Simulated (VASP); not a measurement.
# A VASP study of Si2Mo (PBE + D3(BJ)): structure first, properties next

Aim: relax Si2Mo with PBE + D3(BJ), compute its properties on that cell and hold them against experiment. The steps: full relaxation (PBE + D3(BJ)), second relaxation, density, ELF and potential (PBE + D3(BJ)), bands along the symmetry lines (PBE + D3(BJ)), density of states (PBE + D3(BJ)), band structure (PBE + D3(BJ) + SOC) and vibrations at Γ (PBE + D3(BJ)). The start is a cell from a database of measured crystal structures.

Method: PBE with D3(BJ); plane waves and PAW (Si, Mo_sv), in the first sound run; inputs show where later runs differ, in VASP 6.6.1.

**What experiment says.**

“Giant magnetoresistance, Fermi surface topology, Shoenberg effect and vanishing quantum oscillations in type-II Dirac semimetal candidates MoSi2 and WSi2” (2022, arxiv:2202.05362) reports for MoSi2, tetragonal MoSi2-type, by powder X-ray diffraction (Czochralski-grown material): lattice constant a 3.20519 Å; lattice constant c 7.84461 Å.

The database entry behind the starting cell is an old determination (1927), so it need not match the best structure at ambient conditions.

## 1. Starting point

Before any relaxation, the start is as follows. Symmetry: I4/mmm, No. 139, tetragonal system. Conventional cell: a = 3.200 Å, b = 3.200 Å, c = 7.861 Å, α = 90.00°, β = 90.00°, γ = 90.00°. Nearest to Si lie 5 Si at 2.61 to 2.63 Å and 5 Mo at 2.62 Å. Nearest to Mo lie 10 Si at 2.62 Å. Farther neighbours are not listed.

Coordinates:

```xyz
3
Lattice="-1.6000 1.6000 3.9305 1.6000 -1.6000 3.9305 1.6000 1.6000 -3.9305" Properties=species:S:1:pos:R:3 pbc="T T T"
Si    0.0000    0.0000    2.6177
Si    0.0000    0.0000    5.2433
Mo    0.0000    0.0000    0.0000
```

## 2. Full relaxation (PBE + D3(BJ))

Properties are meant for the cell that this level of theory prefers, so cell and atoms are relaxed first (ISIF = 3) until forces and stress are small; EDIFFG sets the threshold. PBE, the usual starting point, adds the gradient of the density. A dispersion term adds the long-range attraction that semilocal functionals lack. D3 with Becke-Johnson damping keeps a finite attraction at short range.

INCAR

```
SYSTEM = Si2Mo
PREC = Accurate
ENCUT = 400
EDIFF = 1E-06
NELM = 100
ISMEAR = 0
SIGMA = 0.05
LREAL = .FALSE.
ALGO = Normal
GGA = PE
IVDW = 12
NBANDS = 17
LASPH = .TRUE.
LORBIT = 11
LWAVE = .FALSE.
LCHARG = .FALSE.
KPAR = 2
IBRION = 2
NSW = 60
ISIF = 3
EDIFFG = -0.01
```

POSCAR

```
Si2Mo
1.0
   -1.6000000000      1.6000000000      3.9305000000
    1.6000000000     -1.6000000000      3.9305000000
    1.6000000000      1.6000000000     -3.9305000000
Si Mo
2 1
Direct
    0.3330000000      0.3330000000      0.0000000000
    0.6670000000      0.6670000000      0.0000000000
    0.0000000000      0.0000000000      0.0000000000
```

KPOINTS

```
Automatic mesh
0
Gamma
10 10 10
0 0 0
```

PAW data sets: Si and Mo_sv (PBE family, release 64).

The run is started by

```sh
mpirun -np 2 vasp_std
```

Output:

```text
[banner, memory and clock lines left out]
running    2 mpi-ranks, on    1 nodes
 distrk:  each k-point on    1 cores,    2 groups
 distr:  one band on    1 cores,    1 groups

 POSCAR found type information on POSCAR SiMo
 POSCAR found :  2 types and       3 ions
 LDA part: xc-table for (Slater+PW92), standard interpolation
 POSCAR, INCAR and KPOINTS ok, starting setup
 FFT: planning ... GRIDC
 FFT: planning ... GRID_SOFT
 FFT: planning ... GRID
 WAVECAR not read
 entering main loop
       N       E                     dE             d eps       ncg     rms          rms(c)
DAV:   1     0.961533922050E+02    0.96153E+02   -0.97916E+03  3500   0.100E+03
DAV:   2    -0.219990978034E+02   -0.11815E+03   -0.11622E+03  4366   0.273E+02
DAV:   3    -0.241481661863E+02   -0.21491E+01   -0.21280E+01  4339   0.335E+01
DAV:   4    -0.241590211533E+02   -0.10855E-01   -0.10849E-01  4318   0.267E+00
DAV:   5    -0.241590932212E+02   -0.72068E-04   -0.72063E-04  4232   0.209E-01    0.213E+01
DAV:   6    -0.234143405480E+02    0.74475E+00   -0.64900E+00  3716   0.166E+01    0.468E+00
DAV:   7    -0.232830775109E+02    0.13126E+00   -0.99288E-01  3652   0.602E+00    0.444E+00
DAV:   8    -0.232487699691E+02    0.34308E-01   -0.10395E-01  3752   0.244E+00    0.449E-01
DAV:   9    -0.232480952837E+02    0.67469E-03   -0.19959E-03  4414   0.362E-01    0.250E-01
DAV:  10    -0.232480478493E+02    0.47434E-04   -0.58262E-04  3910   0.207E-01    0.532E-02
DAV:  11    -0.232480347334E+02    0.13116E-04   -0.20197E-04  3834   0.107E-01    0.420E-02
DAV:  12    -0.232480311406E+02    0.35928E-05   -0.24872E-05  3708   0.357E-02    0.763E-03
DAV:  13    -0.232480306931E+02    0.44753E-06   -0.57515E-07  1930   0.687E-03
   1 F= -.24976514E+02 E0= -.24976162E+02  d E =-.249765E+02
 curvature:   0.00 expect dE= 0.000E+00 dE for cont linesearch  0.000E+00
 trial: gam= 0.00000 g(F)=  0.938E-02 g(S)=  0.805E-01 ort = 0.000E+00 (trialstep = 0.100E+01)
 search vector abs. value=  0.899E-01
 bond charge predicted
       N       E                     dE             d eps       ncg     rms          rms(c)
DAV:   1    -0.240303203597E+02   -0.78229E+00   -0.20770E+01  3622   0.463E+01    0.137E+01
DAV:   2    -0.232076079612E+02    0.82271E+00   -0.55637E+00  3573   0.183E+01    0.280E+00
DAV:   3    -0.231179791008E+02    0.89629E-01   -0.36287E-01  3559   0.347E+00    0.104E+00
DAV:   4    -0.231034935660E+02    0.14486E-01   -0.47283E-02  3706   0.200E+00    0.889E-01
DAV:   5    -0.231036801995E+02   -0.18663E-03   -0.25042E-03  4216   0.405E-01    0.407E-01
DAV:   6    -0.231038297776E+02   -0.14958E-03   -0.49898E-04  3845   0.136E-01    0.228E-02
DAV:   7    -0.231038260500E+02    0.37276E-05   -0.22108E-05  3986   0.299E-02    0.928E-03
DAV:   8    -0.231038252872E+02    0.76277E-06   -0.13457E-06  2833   0.721E-03
   2 F= -.24947751E+02 E0= -.24947526E+02  d E =0.287632E-01
[...]
3 F= -.24994360E+02 E0= -.24994091E+02  d E =-.178456E-01
[...]
4 F= -.24994362E+02 E0= -.24994094E+02  d E =-.178474E-01
[...]
5 F= -.24995789E+02 E0= -.24995562E+02  d E =-.142700E-02
 trial-energy change:   -0.001427  1 .order   -0.001417   -0.002564   -0.000270
 step:   0.9794(harm=  0.9823)  dis= 0.00827  next Energy=   -24.995804 (dE=-0.144E-02)
 bond charge predicted
       N       E                     dE             d eps       ncg     rms          rms(c)
DAV:   1    -0.232259967508E+02   -0.34201E-03   -0.66002E-04  3563   0.191E-01    0.297E-02
DAV:   2    -0.232259890080E+02    0.77428E-05   -0.94305E-05  3839   0.673E-02    0.136E-02
DAV:   3    -0.232259874083E+02    0.15997E-05   -0.64337E-06  3715   0.152E-02    0.532E-03
DAV:   4    -0.232259870803E+02    0.32798E-06   -0.84245E-07  1818   0.705E-03
   6 F= -.24995805E+02 E0= -.24995578E+02  d E =-.144284E-02
 curvature:  -0.51 expect dE=-0.182E-04 dE for cont linesearch -0.524E-07
 trial: gam=-0.01512 g(F)=  0.266E-06 g(S)=  0.356E-04 ort = 0.176E-04 (trialstep = 0.899E+00)
 search vector abs. value=  0.360E-04
 reached required accuracy - stopping structural energy minimisation
```

Wall time 91 s (2 MPI ranks of AMD EPYC 7R43, shared host); peak memory 0.36 GiB.

Lines that name or quote the potential files are left out of all logs, and their timing lines are given in words.

From OUTCAR (step 2):

```text
ion  position               nearest neighbor table
   1  0.333  0.333  0.000-   2 2.61   2 2.61   2 2.61   2 2.61   3 2.62   3 2.62   3 2.62   3 2.62
                             3 2.62   2 2.63
   2  0.667  0.667  0.000-   1 2.61   1 2.61   1 2.61   1 2.61   3 2.62   3 2.62   3 2.62   3 2.62
                             3 2.62   1 2.63
   3  0.000  0.000  0.000-   2 2.62   1 2.62   2 2.62   1 2.62   2 2.62   1 2.62   1 2.62   2 2.62
                             1 2.62   2 2.62

  LATTYP: Found a body centered tetragonal cell.
 ALAT       =     3.2000000000
 C/A-ratio  =     2.4565625000

 Subroutine GETGRP returns: Found 16 space group operations
 (whereof 16 operations were pure point group operations)

The static configuration has the point symmetry D_4h.

 Found    102 irreducible k-points:

   k-points           NKPTS =    102   k-points in BZ     NKDIM =    102   number of bands    NBANDS=     17

   dimension x,y,z NGX =    30 NGY =   30 NGZ =   30
   dimension x,y,z NGXF=    60 NGYF=   60 NGZF=   60

   ENCUT  =  400.0 eV  29.40 Ry    5.42 a.u.   7.40  7.40  7.40*2*pi/ulx,y,z

   NELECT =      22.0000    total number of electrons

 k-points in reciprocal lattice and weights: Automatic mesh
   0.00000000  0.00000000  0.00000000       0.001
   0.10000000  0.00000000 -0.00000000       0.008
   0.20000000  0.00000000 -0.00000000       0.008
   0.30000000  0.00000000 -0.00000000       0.008
   0.40000000  0.00000000  0.00000000       0.008
   0.50000000  0.00000000 -0.00000000       0.004
   0.10000000  0.10000000 -0.00000000       0.008
   0.20000000  0.10000000  0.00000000       0.016
   0.30000000  0.10000000 -0.00000000       0.016
[...]
-0.40000000 -0.40000000  0.40000000       0.002
   0.50000000  0.50000000  0.50000000       0.001

 Edisp (eV)   -1.77013

 average (electrostatic) potential at core
       1 -77.1175       2 -77.1175       3 -68.7570

 E-fermi :  12.5298

 k-point     1 :       0.0000    0.0000    0.0000
  band No.  band energies     occupation
    ...
      6       6.0776      2.00000
      7       9.2098      2.00000
      8       9.4527      2.00000
      9       9.9169      2.00000
     10       9.9169      2.00000
     11      12.9920      0.00000
     12      15.7043      0.00000
     13      15.8802      0.00000
     14      16.2023      0.00000
     15      16.2023      0.00000
    ...

 k-point     2 :       0.1000    0.0000   -0.0000
  band No.  band energies     occupation
    ...
      7       8.5717      2.00000
      8       9.4678      2.00000
      9      10.0392      2.00000
     10      10.2382      2.00000
     11      12.4683      1.91803
     12      15.2028      0.00000
     13      15.4730      0.00000
     14      16.1574      0.00000
     15      16.7141      0.00000
     16      17.2404      0.00000
    ...

 k-point     3 :       0.2000    0.0000   -0.0000
  band No.  band energies     occupation
    ...
      7       7.7126      2.00000
      8       9.3517      2.00000
      9      10.3673      2.00000
     10      10.4354      2.00000
     11      11.5981      2.00000
     12      14.3671      0.00000
     13      14.8980      0.00000
     14      16.9079      0.00000
     15      16.9683      0.00000
     16      17.7735      0.00000
    ...

 Edisp (eV)   -1.76982

  Total       0.02911     0.02911     0.02272     0.00000     0.00000     0.00000
  in kB       1.18550     1.18550     0.92544     0.00000     0.00000     0.00000
  external pressure =        1.10 kB  Pullay stress =        0.00 kB

  energy-cutoff  :      400.00
  volume of cell :       39.34
      direct lattice vectors                 reciprocal lattice vectors
    -1.589068933  1.589068933  3.895096965     0.000000000  0.314649660  0.128366509
     1.589068933 -1.589068933  3.895096965     0.314649660  0.000000000  0.128366509
     1.589068933  1.589068933 -3.895096965     0.314649660  0.314649660  0.000000000

 POSITION                                       TOTAL-FORCE (eV/Angst)
 -----------------------------------------------------------------------------------
      0.00000      0.00000      2.60807        -0.000000     -0.000000     -0.001660
      0.00000      0.00000      5.18212         0.000000      0.000000      0.001660
      1.58907      1.58907     -3.89510         0.000000      0.000000      0.000000
 -----------------------------------------------------------------------------------
    total drift:                               -0.000000      0.000000      0.000000

  FREE ENERGIE OF THE ION-ELECTRON SYSTEM (eV)
  ---------------------------------------------------
  free  energy   TOTEN  =       -24.9958046068 eV

  energy  without entropy=      -24.9953517208  energy(sigma->0) =      -24.99557816

 reached required accuracy - stopping structural energy minimisation

 total charge
# of ion       s       p       d       tot
------------------------------------------
    1        0.741   0.892   0.000   1.634
    2        0.741   0.892   0.000   1.634
    3        2.291   6.219   4.224  12.734
--------------------------------------------------
tot          3.774   8.003   4.224  16.002

[... 3 further parts left out ...]
```

CONTCAR:

```
Si2Mo
   1.00000000000000
    -1.5890689333940959    1.5890689333940959    3.8950969645313882
     1.5890689333940959   -1.5890689333940959    3.8950969645313882
     1.5890689333940959    1.5890689333940959   -3.8950969645313882
  Si              Mo
     2     1
Direct
     0.3347889274906314    0.3347889274906314    0.0000000000000000
     0.6652110725093686    0.6652110725093686    0.0000000000000000
     0.0000000000000000    0.0000000000000000    1.0000000000000000
```

Dispersion corrections of this kind ignore metallic screening and tend to overbind metals. The run keeps the 16 symmetry operations of its start, so it cannot find a distortion of lower symmetry.

Step by step:

```
step  energy less that of the first step (eV)  largest force (eV/Å)  pressure (GPa)  volume (Å³)
   1                                   0.0000                0.3118           -5.09        40.25
   2                                   0.0288                0.1173           10.09        37.82
   3                                  -0.0178                0.1669            0.26        39.29
   4                                  -0.0178                0.1635            0.34        39.28
   5                                  -0.0193                0.0152            0.12        39.34
   6                                  -0.0193                0.0017            0.11        39.34
```

```
conventional cell, symmetrised  before  after  change
                         a (Å)   3.200  3.178  -0.7 %
                         b (Å)   3.200  3.178  -0.7 %
                         c (Å)   7.861  7.790  -0.9 %
              volume (Å³/atom)   13.42  13.11  -2.3 %
```

The atoms that moved most (Å, as changes of fractional coordinates times the final cell):

```
atom     dx     dy      dz  length
 Si2  0.000  0.000  -0.014   0.014
 Si1  0.000  0.000   0.014   0.014
```

Final coordinates:

```xyz
3
Lattice="-1.5891 1.5891 3.8951 1.5891 -1.5891 3.8951 1.5891 1.5891 -3.8951" Properties=species:S:1:pos:R:3 pbc="T T T"
Si    0.0000    0.0000    2.6081
Si    0.0000    0.0000    5.1821
Mo    0.0000    0.0000    0.0000
```

Numbers from this step:

```
electrons                       : 22
bands                           : 17
irreducible k-points            : 102
symmetry operations             : 16
free energy (TOTEN)             : -25.00 eV
energy at zero smearing         : -25.00 eV
Fermi energy                    : 12.53 eV
pressure                        : 0.1099 GPa
metallic                        : yes
SCF cycles over all ionic steps : 42
```

It ends with a largest force of 0.002 eV/Å and a pressure of 0.11 GPa. The volume lies -2.3 % from that of the database's start, which holds the thermal and zero-point expansion of its experiment.

## 3. Second relaxation

A relaxation keeps the plane waves of the cell it began with, so it is repeated from the new cell, on a basis made for it.

INCAR is that of step 2.

POSCAR

```
Si2Mo
1.0
   -1.5890689334      1.5890689334      3.8950969645
    1.5890689334     -1.5890689334      3.8950969645
    1.5890689334      1.5890689334     -3.8950969645
Si Mo
2 1
Direct
    0.3347889275      0.3347889275      0.0000000000
    0.6652110725      0.6652110725      0.0000000000
    0.0000000000      0.0000000000      0.0000000000
```

KPOINTS is that of step 2.

The run is started by

```sh
mpirun -np 2 vasp_std
```

Output:

```text
[... set-up lines as in an earlier step ...]
 entering main loop
       N       E                     dE             d eps       ncg     rms          rms(c)
DAV:   1     0.984997437195E+02    0.98500E+02   -0.98678E+03  3484   0.101E+03
DAV:   2    -0.217367491976E+02   -0.12024E+03   -0.11811E+03  4206   0.275E+02
DAV:   3    -0.240930546501E+02   -0.23563E+01   -0.23300E+01  4402   0.345E+01
DAV:   4    -0.241052217617E+02   -0.12167E-01   -0.12155E-01  4183   0.270E+00
DAV:   5    -0.241053012623E+02   -0.79501E-04   -0.79495E-04  4430   0.218E-01    0.226E+01
DAV:   6    -0.233739344287E+02    0.73137E+00   -0.59639E+00  3736   0.162E+01    0.511E+00
DAV:   7    -0.232570496225E+02    0.11688E+00   -0.85833E-01  3689   0.569E+00    0.471E+00
DAV:   8    -0.232242469427E+02    0.32803E-01   -0.96104E-02  3758   0.238E+00    0.442E-01
DAV:   9    -0.232236262887E+02    0.62065E-03   -0.18728E-03  4369   0.352E-01    0.238E-01
DAV:  10    -0.232235738329E+02    0.52456E-04   -0.52194E-04  3970   0.194E-01    0.526E-02
DAV:  11    -0.232235641994E+02    0.96334E-05   -0.14644E-04  3848   0.906E-02    0.337E-02
DAV:  12    -0.232235625999E+02    0.15995E-05   -0.19706E-05  3711   0.314E-02    0.738E-03
DAV:  13    -0.232235619067E+02    0.69323E-06   -0.97980E-07  1954   0.879E-03
   1 F= -.24993379E+02 E0= -.24993153E+02  d E =-.249934E+02
 curvature:   0.00 expect dE= 0.000E+00 dE for cont linesearch  0.000E+00
 trial: gam= 0.00000 g(F)=  0.258E-06 g(S)=  0.112E-04 ort = 0.000E+00 (trialstep = 0.100E+01)
 search vector abs. value=  0.115E-04
 reached required accuracy - stopping structural energy minimisation
```

Run time: 28 s. Hardware: 2 MPI ranks; peak memory 0.36 GiB.

OUTCAR, selected parts (step 3):

```text
  LATTYP: Found a body centered tetragonal cell.
 ALAT       =     3.1781378668
 C/A-ratio  =     2.4511818730

The static configuration has the point symmetry D_4h.

 Found    102 irreducible k-points:

   ENCUT  =  400.0 eV  29.40 Ry    5.42 a.u.   7.33  7.33  7.33*2*pi/ulx,y,z

   NELECT =      22.0000    total number of electrons

 E-fermi :  12.5298

 k-point     1 :       0.0000    0.0000    0.0000
  band No.  band energies     occupation
    ...
      6       6.0776      2.00000
      7       9.2099      2.00000
      8       9.4526      2.00000
      9       9.9169      2.00000
     10       9.9169      2.00000
     11      12.9919      0.00000
     12      15.7044      0.00000
     13      15.8803      0.00000
     14      16.2023      0.00000
     15      16.2023      0.00000
    ...

 k-point     2 :       0.1000    0.0000   -0.0000
  band No.  band energies     occupation
    ...
      7       8.5718      2.00000
      8       9.4680      2.00000
      9      10.0393      2.00000
     10      10.2384      2.00000
     11      12.4683      1.91811
     12      15.2030      0.00000
     13      15.4731      0.00000
     14      16.1577      0.00000
     15      16.7143      0.00000
     16      17.2405      0.00000
    ...

 Edisp (eV)   -1.76982

  Total       0.01736     0.01736     0.00971     0.00000     0.00000     0.00000
  in kB       0.70681     0.70681     0.39523     0.00000     0.00000     0.00000
  external pressure =        0.60 kB  Pullay stress =        0.00 kB

  energy-cutoff  :      400.00
  volume of cell :       39.34
      direct lattice vectors                 reciprocal lattice vectors
    -1.589068933  1.589068933  3.895096964     0.000000000  0.314649660  0.128366509
     1.589068933 -1.589068933  3.895096964     0.314649660  0.000000000  0.128366509
     1.589068933  1.589068933 -3.895096964     0.314649660  0.314649660  0.000000000

 POSITION                                       TOTAL-FORCE (eV/Angst)
 -----------------------------------------------------------------------------------
      0.00000      0.00000      2.60807        -0.000000     -0.000000     -0.001637
      0.00000      0.00000      5.18212         0.000000      0.000000      0.001637
      0.00000      0.00000      0.00000         0.000000      0.000000      0.000000
 -----------------------------------------------------------------------------------
    total drift:                                0.000000      0.000000     -0.000000

  FREE ENERGIE OF THE ION-ELECTRON SYSTEM (eV)
  ---------------------------------------------------
  free  energy   TOTEN  =       -24.9933794333 eV

  energy  without entropy=      -24.9929264860  energy(sigma->0) =      -24.99315296

 total charge
# of ion       s       p       d       tot
------------------------------------------
    1        0.741   0.892   0.000   1.634
    2        0.741   0.892   0.000   1.634
    3        2.291   6.219   4.224  12.734
--------------------------------------------------
tot          3.774   8.004   4.224  16.002

[... 4 parts as in an earlier step ...]

[... 7 further parts left out ...]
```

Little changed from the start: no atom moved by 0.005 Å and no cell edge by 0.1 %.

Numbers from this step:

```yaml
free_energy_toten: -24.99 eV
energy_at_zero_smearing: -24.99 eV
pressure: 0.06030 GPa
scf_cycles_over_all_ionic_steps: 13
```

It ends with a largest force of 0.002 eV/Å and a pressure of 0.06 GPa. The volume moved by under 0.01 %: the run met its threshold at the first step.

[end of part 1 of 4]

[Lines on the potential files, build, host, timing and source positions are cut from VASP's logs without a mark.]

[Logs are printed without paths, hosts, clocks, repeated set-up lines and the standing remarks that a program may print on its own settings, such as how far it seeks lower states.]

[Hosts, paths, dates, database ids (printed as entryN), source tags and the programs' standing remarks are cut or masked in the printed files.]

[Measured values are set beside computed ones only where the two were judged alike; some that the calculation misses by far are left out.]
